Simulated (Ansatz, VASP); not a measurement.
# Sn: VASP beside Ansatz, part 2 of 2

Aim: how closely do two programs agree when they are given the same cell, functional and k mesh? The cell is taken from a series of runs on this material, whose earlier steps may have relaxed, scaled, displaced or heated it; both programs get it as it stands.

VASP 6.6.1 and Ansatz 0.2.0.

So far: The structure; VASP: zone-centre phonons, LDA.

**2. VASP: zone-centre phonons, LDA (continued)**

Level of this step: LDA; plane waves and PAW (Sn_d) (VASP).

Numbers of over 12 decimals in the logs are rounded to 6 here.

From OUTCAR (step 2):

```text
ion  position               nearest neighbor table
   1  0.500  0.500  0.500-   2 2.80   2 2.80   2 2.80   2 2.80
   2  0.750  0.750  0.750-   1 2.80   1 2.80   1 2.80   1 2.80

  LATTYP: Found a body centered tetragonal cell.
 ALAT       =     4.6080655409
 C/A-ratio  =     1.3764304443

 Subroutine GETGRP returns: Found  4 space group operations
 (whereof  2 operations were pure point group operations)

The static configuration has the point symmetry C_1h.
 The point group associated with its full space group is C_2h.

   k-points           NKPTS =   1728   k-points in BZ     NKDIM =   1728   number of bands    NBANDS=     20

   dimension x,y,z NGX =    36 NGY =   36 NGZ =   36
   dimension x,y,z NGXF=    72 NGYF=   72 NGZF=   72

   ENCUT  =  500.0 eV  36.75 Ry    6.06 a.u.   8.29  8.29  8.40*2*pi/ulx,y,z

   NELECT =      28.0000    total number of electrons

 k-points in reciprocal lattice and weights: Points of the shifted mesh
   0.04166667  0.04166667  0.04166667       0.001
   0.04166667  0.04166667  0.12500000       0.001
   0.04166667  0.04166667  0.20833333       0.001
   0.04166667  0.04166667  0.29166667       0.001
   0.04166667  0.04166667  0.37500000       0.001
   0.04166667  0.04166667  0.45833333       0.001
   0.04166667  0.04166667  0.54166667       0.001
   0.04166667  0.04166667  0.62500000       0.001
   0.04166667  0.04166667  0.70833333       0.001
[...]
0.95833333  0.95833333  0.87500000       0.001
   0.95833333  0.95833333  0.95833333       0.001

 average (electrostatic) potential at core
       1-101.2575       2-101.2575

  Total        0.0041998      0.0041998      0.3665339     -0.0239617     -0.0100750     -0.0100751
  in kB        0.0999206      0.0999206      8.7205639     -0.5700950     -0.2397050     -0.2397061
  external PRESSURE =       2.9734684 kB  Pullay stress =       0.0000000 kB

  energy-cutoff  :      500.00
  volume of cell :       67.34
      direct lattice vectors                 reciprocal lattice vectors
     0.000000000  3.258394392  3.171340850    -0.153449810  0.153449810  0.157662019
     3.258394392  0.000000000  3.171340850     0.153449810 -0.153449810  0.157662019
     3.258394392  3.258394392  0.000000000     0.153449810  0.153449810 -0.157662019

 POSITION                                       TOTAL-FORCE (eV/Angst)
 -----------------------------------------------------------------------------------
      3.25827      3.25827      3.17059        -0.000587     -0.000587      0.001755
      4.88772      4.88772      4.75777         0.000587      0.000587     -0.001755
 -----------------------------------------------------------------------------------
    total drift:                               -0.000000     -0.000000      0.000000

 Eigenvectors and eigenvalues of the dynamical matrix
 ----------------------------------------------------

   1 f  =    5.843837 THz    36.717912 2PiTHz  194.929424 cm-1    24.168158 meV
             X         Y         Z           dx          dy          dz
      3.258270  3.258270  3.170585     0.490039    0.490039    0.140441
      4.887716  4.887716  4.757767    -0.490039   -0.490039   -0.140441

   2 f  =    5.745217 THz    36.098263 2PiTHz  191.639812 cm-1    23.760298 meV
             X         Y         Z           dx          dy          dz
      3.258270  3.258270  3.170585     0.099307    0.099307   -0.693020
      4.887716  4.887716  4.757767    -0.099307   -0.099307    0.693020

   3 f  =    5.578405 THz    35.050154 2PiTHz  186.075570 cm-1    23.070420 meV
             X         Y         Z           dx          dy          dz
      3.258270  3.258270  3.170585     0.500000   -0.500000    0.000000
      4.887716  4.887716  4.757767    -0.500000    0.500000   -0.000000

   4 f  =    0.000000 THz     0.000001 2PiTHz    0.000005 cm-1     0.000001 meV
             X         Y         Z           dx          dy          dz
      3.258270  3.258270  3.170585     0.010109    0.144901    0.692027
      4.887716  4.887716  4.757767     0.010109    0.144901    0.692027

   5 f  =    0.000000 THz     0.000000 2PiTHz    0.000002 cm-1     0.000000 meV
             X         Y         Z           dx          dy          dz
      3.258270  3.258270  3.170585     0.685917    0.165875   -0.044752
      4.887716  4.887716  4.757767     0.685917    0.165875   -0.044752

   6 f  =    0.000000 THz     0.000000 2PiTHz    0.000001 cm-1     0.000000 meV
             X         Y         Z           dx          dy          dz
      3.258270  3.258270  3.170585    -0.171508    0.671930   -0.138187
      4.887716  4.887716  4.757767    -0.171508    0.671930   -0.138187

 ELASTIC MODULI CONTR FROM IONIC RELAXATION (kBar)
 Direction    XX          YY          ZZ          XY          YZ          ZX
 --------------------------------------------------------------------------------
 XX          -1.4618      1.2525     -0.0250      2.4870    -12.6071     15.2661
 YY           1.2525     -1.4618     -0.0250      7.8041     11.5263    -14.2316
 ZZ          -0.0250     -0.0250     -0.0106      1.2374      0.6567      0.7644
 XY           2.4870      7.8041      1.2374   -258.1782      1.2314      2.0842
 YZ         -12.6071     11.5263      0.6567      1.2314   -243.9448     24.5722
 ZX          15.2661    -14.2316      0.7644      2.0842     24.5722   -251.9791
 --------------------------------------------------------------------------------
```

Energies printed during the response cycles are not total energies of the cell.

**3. Ansatz: zone-centre phonons, LDA**

Ansatz runs on its PAW soft_1 files.

The same cell, functional (in two slightly different forms), mesh and smearing now go to Ansatz, which takes its cutoff from its data sets.

File input.yaml:

```yaml
crystal:
  lattice:
    - [0.0, 3.2583943921, 3.1713408498]
    - [3.2583943921, 0.0, 3.1713408498]
    - [3.2583943921, 3.2583943921, 0.0]
  atoms:
    - { symbol: Sn, position: [0.4998809099, 0.4998809099, 0.5000809675] }
    - { symbol: Sn, position: [0.7501190901, 0.7501190901, 0.7499190325] }
kpoints:
  mp_grid: { grid: [12, 12, 12], shift: [0.5, 0.5, 0.5] }
hamiltonian:
  xc: lda
  pseudopotentials: { kind: paw, azcp: { folder: soft_1 }, xc_functional: pbe }
scf:
  occupations: { method: gaussian, width: 0.015 }
output:
  eigenvalues: true
phonons:
  method: dfpt
```

Launch:

```console
$ ansatz run input.yaml --threads 4 --pin off --max-ram 10240MiB --backend cpu --events-out ev --progress --plain --runs-dir out
```

What it wrote:

```text
Engine: ansatz 0.2.0, aarch64-unknown-linux-gnu
Pseudopotentials: kind: paw
Pseudopotential: Sn, paw, valence charge 14, recommended cutoff 420 eV (normal), soft_1/Sn.paw.azcp
Functional definition: SPW92
  exchange = slater_x
  correlation = pw_c
Crystal: 2 atoms, lattice volume = 67.341 Å³
Basis set: ecut = 420 eV, 1323 PW (Γ), exchange–correlation on 64×64×64 points (8 copies of the dense FFT grid, shifted against one another)
Bands: 18, of which v1, the nominal top of the filled ones, is band 14 counted from 1 (13 counted from 0)
Symmetry: 4 space group operations
k-points: 864 of 1728 (irreducible under 1 space group operation, time reversal used)
Non-local potential: Sn, projectors of the file, l = 0: 2, l = 1: 2, l = 2: 2, l = 3: 1
PAW form: soft (Blöchl's): semilocal exchange-correlation on the pseudo side does not see the compensation charge
PAW frozen core: Sn, regenerated for the run's functional, and the local potential with it (the file was generated under x = pbe(κ = 0.804, μ = 0.219515), c = pbe(β = 0.066725))
PAW one-centre angular grid: Sn, 590 points (default); XC on 64 Gauss nodes
Initial density: superposition of atomic densities (chi_scale 0.1, normalization cell)
Initial wavefunctions: pseudopotential atomic-orbital guess
Functional: x = slater, c = lda
SCF iter   1: F=—  HF=-11759.278239 eV  |F-HF|=—  |Δ(HF+E_count)|=         —  Δρ=2.29e-2  dr2=3.93e-1  ethr=3.10e-3  ⟨swp⟩=6.0  Hψ=84505  notcnv=0
preconditioner: auto → none  [insulator: Δε(μ)=0.051 eV  Ē_g=19.991 eV  σ=0.015 eV  W_gap=0.98  n_scr=14 (ndim 8)  ℏωp=23.9 eV  f_vac=0.003  D(μ)=0.01/eV (n_scr^D=0)  ε∞_Penn≈2.4]
SCF iter   2: F=—  HF=-11759.160947 eV  |F-HF|=—  |Δ(HF+E_count)|=   1.17e-1  Δρ=9.55e-3  dr2=6.36e-2  ethr=1.40e-3  ⟨swp⟩=2.0  Hψ=25904  notcnv=0
SCF iter   3: F=—  HF=-11759.145987 eV  |F-HF|=—  |Δ(HF+E_count)|=   1.50e-2  Δρ=1.01e-3  dr2=4.66e-4  ethr=2.27e-4  ⟨swp⟩=2.0  Hψ=22471  notcnv=0
SCF iter   4: F=—  HF=-11759.146116 eV  |F-HF|=—  |Δ(HF+E_count)|=   1.29e-4  Δρ=4.61e-4  dr2=5.45e-5  ethr=1.66e-6  ⟨swp⟩=2.0  Hψ=30461  notcnv=0
SCF iter   5: F=—  HF=-11759.146108 eV  |F-HF|=—  |Δ(HF+E_count)|=   7.51e-6  Δρ=1.63e-4  dr2=6.66e-6  ethr=1.95e-7  ⟨swp⟩=2.9  Hψ=27953  notcnv=0
SCF iter   6: F=—  HF=-11759.146108 eV  |F-HF|=—  |Δ(HF+E_count)|=   2.77e-7  Δρ=3.74e-5  dr2=4.52e-7  ethr=2.38e-8  ⟨swp⟩=2.0  Hψ=24943  notcnv=0
SCF iter   7: F=—  HF=-11759.146108 eV  |F-HF|=—  |Δ(HF+E_count)|=   3.11e-7  Δρ=8.59e-6  dr2=3.64e-8  ethr=1.62e-9  ⟨swp⟩=2.0  Hψ=26379  notcnv=0
SCF iter   8: F=—  HF=-11759.146108 eV  |F-HF|=—  |Δ(HF+E_count)|=   1.19e-8  Δρ=5.93e-7  dr2=1.75e-10  ethr=1.30e-10  ⟨swp⟩=2.4  Hψ=27880  notcnv=0
SCF iter   9: F=-11759.146108 eV  HF=-11759.146108 eV  |F-HF|=0.00e0  |Δ(HF+E_count)|=  3.64e-11  Δρ=3.47e-8  dr2=5.68e-13  ethr=1.00e-12  ⟨swp⟩=7.0  Hψ=73078  notcnv=0
SCF 1 converged in 9 iterations: F = -11759.146108 eV  dr2 = 5.68e-13
  greatest PAW one-centre occupation: 0.992 electrons in one spin orbital (limit 2), on the Sn atom at site 1 (counted from 0), in its partial waves of l = 2
DFPT response loops at Γ: preconditioner auto → Kerker (q_TF=auto, 2.357 Å⁻¹) (partly filled bands, converged f_vac=0.081); β = 1.00, the filter's whole step (`scf.mixing.beta` (0.50) is not read by the response loops under this deck's `scf.mixing.preconditioner`; to damp them name `kerker` or `kerker_dos`, under which they read `scf.mixing.beta`, and type it under 1.00, their step now; both keys bind the ground state too); Broyden in place of MSR1
SCF converged after 9 iterations
Free energy (F): -11759.146108 eV
Harris-Foulkes:  -11759.146108 eV  (|F-HF|=0.00e0)
Internal energy: -11759.146084 eV  (E = F + TS)
E sigma→0 (E₀):  -11759.146096 eV
Entropy (-TS):   -0.000024 eV (-0.012 meV/atom)
Fermi energy:    7.744717 eV
--- Per-component energies (eV) ---
  E_band       = -250.193345
  E_kinetic    = 339.484705
  E_local      = -2611.134420  (includes V_loc(G=0)·N_el)
  E_nonlocal   = 299.046562
  E_hartree    = 1268.539164
  E_xc         = -250.162094
  E_vxc        = -162.509710  (∫ρ·V_xc dr)
  E_paw        = -8451.405313  (= ΣΔE_a)
  E_vpaw       = -652.159343  (= ΣTr[D̂ρ^β])
  E_aug_tail   = 0.000543  (compensation charges beyond the density's cutoff)
  E_ewald      = -2354.365012
  E_core_change = 0.849782  (= ΣΔE_core)
  E_smearing   = -0.000024  (= −TS)
  E_closure    = 0.000000  (closes the sum)
  Σ components = -11759.146108   (vs F -11759.146108, Δ=0.00e0)
--- Band table (eV; the first three rows and the last of 864) ---
  k-point 0: bands = [... 10 lower, -3.0096, 6.6780, 7.7218, 7.8211, 8.0333, 9.8680, 9.9822, 9.9924]
  k-point 1: bands = [... 10 lower, -2.9200, 5.8098, 7.4713, 7.6454, 8.3839, 10.0776, 10.1723, 10.4218]
  k-point 2: bands = [... 10 lower, -2.6977, 4.6066, 7.0732, 7.3574, 8.3765, 10.4126, 10.6426, 11.2878]
  k-point 863: bands = [... 10 lower, -1.3695, 1.3357, 6.3153, 6.6278, 7.8677, 10.8760, 11.0911, 13.3611]
--- Phonons (Γ-DFPT): 2 representative perturbations + reference, on 864 of 1728 k-points (Σ response iterations 6) ---
  k mesh reduced under 1 symmetry operation, with k and −k counted as one. Each operation leaves every solved perturbation unchanged. A smaller set is not used because it would not reduce the number of displacements times k-points to solve
  ASR residual: 8.884e-6 → 0.000e0 eV/Å²; symmetrization residual: 1.729e-6 eV/Å²
  ASR residual per site (eV/Å²): 8.88e-6 8.88e-6
  Γ frequencies (cm⁻¹): 0.00 0.00 0.00 181.20 190.04 193.75
  non-analytic LO–TO correction: not included (Born effective charges unavailable; polar crystals: no LO–TO splitting at Γ)
```

**4. Comparison**

Known differences besides the potentials themselves: the two LDA forms differ slightly; the cutoff is 420 eV in Ansatz and 500 eV in VASP; VASP's log shows a relativistic correction to its local exchange, Ansatz's none. Total energies have different zeros and are not compared.

The two programs side by side:

| quantity | Ansatz | VASP | difference |
| --- | --- | --- | --- |
| optical mode 1 (cm⁻¹) | 181.2 | 186.1 | -2.62 % |
| optical mode 2 (cm⁻¹) | 190.0 | 191.6 | -0.83 % |
| optical mode 3 (cm⁻¹) | 193.8 | 194.9 | -0.61 % |

Modes are paired by rising frequency, not by their patterns, so a pair may set unlike modes beside each other; they are those without the splitting of longitudinal modes.

**5. Outcome**

| Property | Result |
| --- | --- |
| r.m.s. difference of the optical zone-centre modes, each program's sorted by frequency (zone-centre phonons, LDA) | 3.0 cm⁻¹ |
| difference in optical mode 1 (zone-centre phonons, LDA) | -2.6 % |

The r.m.s. difference of the optical zone-centre modes, each program's sorted by frequency is 3.0 cm⁻¹ (zone-centre phonons, LDA). Among the rows given in per cent, the largest difference of the zone-centre phonons, LDA pair is in optical mode 1, -2.6 %. How closely two codes agree says nothing of how well the functional describes the real material.

[Lines on the potential files, build, host, timing and source positions are cut from VASP's logs without a mark.]

[Logs are printed without paths, hosts, clocks, repeated set-up lines and the standing remarks that a program may print on its own settings, such as how far it seeks lower states.]

[Hosts, paths, dates, database ids (printed as entryN), source tags and the programs' standing remarks are cut or masked in the printed files.]
